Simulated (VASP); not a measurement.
Consider the following.

```
CELL_PARAMETERS angstrom
      0.00000     2.71981     2.71981
      2.71981     0.00000     2.71981
      2.71981     2.71981     0.00000
ATOMIC_POSITIONS crystal
  Si 0.00000 0.00000 0.00000
  Si 0.25000 0.25000 0.25000
```

The numbers are results of r2SCAN meta-GGA, VASP's PBE PAW potentials (set 64) (plane waves; VASP), not measurements. Run with 400 eV cut-off, 11×11×11 Γ-centred mesh, Gaussian smearing of 0.010 eV, potentials Si.

What does the run give for the energy per atom (σ→0)?

```
Quantity                       Result
---------------------  --------------
energy per atom (σ→0)  -8.775 eV/atom
```

The compound is Si in the diamond structure. It was relaxed first.
